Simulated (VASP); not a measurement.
Level of theory: PBEsol GGA, VASP's PBE PAW potentials (set 64) (plane waves; VASP 6.6.1).

Input for VASP

### POSCAR
```
MgH2
1
    4.4751847675    -0.0000000000     0.0000000000
    0.0000000000     4.4751847675     0.0000000000
    0.0000000000     0.0000000000     2.9895781993
Mg H
2 4
Direct
  0.0000000000   0.0000000000   0.0000000000
  0.5000000000   0.5000000000   0.5000000000
  0.3043137727   0.3043137727   0.0000000000
  0.8043137727   0.1956862273   0.5000000000
  0.1956862273   0.8043137727   0.5000000000
  0.6956862273   0.6956862273   0.0000000000
```

File KPOINTS:
```
Automatic mesh
0
Gamma
5 5 7
0 0 0
```

INCAR:
```
PREC = Accurate
LREAL = .FALSE.   # projection in real space or not
ISMEAR = 0   # Gaussian
IBRION = 2
ENCUT = 400
EDIFFG = -0.02
ALGO = Normal
NELM = 100   # most electronic steps
NSW = 60   # most ionic steps
GGA = PS   # PBEsol
LWAVE = .FALSE.
EDIFF = 1E-6   # SCF stop (eV)
LCHARG = .FALSE.
SYSTEM = MgH2
SIGMA = 0.05   # width (eV)
ISIF = 3   # ions, shape and volume
LASPH = .TRUE.
```

POTCAR, in this order: Mg H (PBE.64 set). Program: vasp_std.

The run wrote:

**OUTCAR**
```
 ion  position               nearest neighbor table
   1  0.000  0.000  0.000-   3 1.93   6 1.93   5 1.94   4 1.94   4 1.94   5 1.94   2 3.50   2 3.50
                             2 3.50   2 3.50   2 3.50   2 3.50   2 3.50   2 3.50
   2  0.500  0.500  0.500-   4 1.93   5 1.93   3 1.94   6 1.94   3 1.94   6 1.94   1 3.50   1 3.50
                             1 3.50   1 3.50   1 3.50   1 3.50   1 3.50   1 3.50
   3  0.304  0.304  0.000-   1 1.93   2 1.94   2 1.94
   4  0.804  0.196  0.500-   2 1.93   1 1.94   1 1.94
   5  0.196  0.804  0.500-   2 1.93   1 1.94   1 1.94
   6  0.696  0.696  0.000-   1 1.93   2 1.94   2 1.94
  LATTYP: Found a simple tetragonal cell.
 ALAT       =     4.4751847675
 C/A-ratio  =     0.6680345851
 Subroutine PRICEL returns:
 Original cell was already a primitive cell.
 Subroutine GETGRP returns: Found 16 space group operations
The static configuration has the point symmetry D_2h.
 The point group associated with its full space group is D_4h.
The dynamic configuration has the point symmetry D_2h.
 Subroutine INISYM returns: Found 16 space group operations
 Subroutine IBZKPT returns following result:
 Found     24 irreducible k-points:

 Following reciprocal coordinates:
            Coordinates               Weight
  0.000000  0.000000  0.000000      1.000000
...
```

### OSZICAR
```
       N       E                     dE             d eps       ncg     rms          rms(c)
DAV:   1    -0.274196590290E+01   -0.27420E+01   -0.26628E+03   384   0.598E+02
DAV:   2    -0.183981878182E+02   -0.15656E+02   -0.14398E+02   496   0.734E+01
DAV:   3    -0.188725351075E+02   -0.47435E+00   -0.47435E+00   488   0.175E+01
DAV:   4    -0.188736253230E+02   -0.10902E-02   -0.10902E-02   600   0.823E-01
DAV:   5    -0.188736276132E+02   -0.22902E-05   -0.22902E-05   488   0.260E-02    0.610E+00
DAV:   6    -0.180273006246E+02    0.84633E+00   -0.66840E-01   400   0.473E+00    0.314E+00
DAV:   7    -0.177252964936E+02    0.30200E+00   -0.86003E-01   408   0.575E+00    0.462E-01
DAV:   8    -0.177295731306E+02   -0.42766E-02   -0.11353E-02   432   0.853E-01    0.743E-02
DAV:   9    -0.177294414841E+02    0.13165E-03   -0.44858E-04   576   0.144E-01    0.151E-02
DAV:  10    -0.177294478469E+02   -0.63628E-05   -0.12226E-05   464   0.310E-02    0.794E-03
DAV:  11    -0.177294471476E+02    0.69925E-06   -0.38456E-06   448   0.101E-02
   1 F= -.17729447E+02 E0= -.17729447E+02  d E =-.177294E+02
       N       E                     dE             d eps       ncg     rms          rms(c)
DAV:   1    -0.177297770305E+02   -0.32918E-03   -0.17054E-03   504   0.310E-01    0.192E-02
DAV:   2    -0.177297736709E+02    0.33596E-05   -0.11208E-05   384   0.274E-02    0.117E-02
DAV:   3    -0.177297718698E+02    0.18011E-05   -0.70741E-06   520   0.148E-02    0.151E-03
DAV:   4    -0.177297718461E+02    0.23732E-07   -0.11711E-07   192   0.284E-03
   2 F= -.17729772E+02 E0= -.17729772E+02  d E =-.324698E-03
```

### OUTCAR
```
------------------------ aborting loop because EDIFF is reached ----------------------------------------
  FORCE on cell =-STRESS in cart. coord.  units (eV):
  Direction    XX          YY          ZZ          XY          YZ          ZX
  --------------------------------------------------------------------------------------
  Total       -0.0999789     -0.0999789      0.0738538      0.0000000      0.0000000      0.0000000
  in kB       -2.6795649     -2.6795649      1.9793793      0.0000000      0.0000000      0.0000000
  external PRESSURE =      -1.1265835 kB  Pullay stress =       0.0000000 kB
  volume of cell :       59.78
      direct lattice vectors                 reciprocal lattice vectors
     4.470165044  0.000000000  0.000000000     0.223705387 -0.000000000  0.000000000
     0.000000000  4.470165044  0.000000000     0.000000000  0.223705387  0.000000000
     0.000000000  0.000000000  2.991626907     0.000000000  0.000000000  0.334266281
 POSITION                                       TOTAL-FORCE (eV/Angst)
 -----------------------------------------------------------------------------------
      0.00000      0.00000      2.99163         0.000000      0.000000      0.000000
      2.23508      2.23508      1.49581         0.000000      0.000000      0.000000
      1.36032      1.36032      0.00000         0.001000      0.001000      0.000000
      3.59540      0.87477      1.49581         0.001000     -0.001000     -0.000000
      0.87477      3.59540      1.49581        -0.001000      0.001000      0.000000
      3.10985      3.10985      2.99163        -0.001000     -0.001000     -0.000000
 -----------------------------------------------------------------------------------
    total drift:                               -0.000000     -0.000000     -0.000000
  FREE ENERGIE OF THE ION-ELECTRON SYSTEM (eV)
  ---------------------------------------------------
  free  energy   TOTEN  =       -17.7297718461 eV

  energy  without entropy=      -17.7297718461  energy(sigma->0) =      -17.72977185

 reached required accuracy - stopping structural energy minimisation
```
(Selected blocks of OUTCAR.)

File CONTCAR:
```
MgH2
   1.00000000000000
     4.4701650436878060    0.0000000000000000    0.0000000000000000
     0.0000000000000000    4.4701650436878060    0.0000000000000000
     0.0000000000000000    0.0000000000000000    2.9916269067598633
  Mg              H
     2     4
Direct
     0.0000000000000000    0.0000000000000000    1.0000000000000000
     0.5000000000000000    0.5000000000000000    0.5000000000000000
     0.3043102660082337    0.3043102660082337    0.0000000000000000
     0.8043102660082337    0.1956897339917662    0.5000000000000000
     0.1956897339917662    0.8043102660082337    0.5000000000000000
     0.6956897339917663    0.6956897339917663    1.0000000000000000
```

The compound is MgH2 in the rutile structure. This run relaxes it. Symmetry was kept, so distortions that lower it aren't found. The start is the result of an earlier pass.
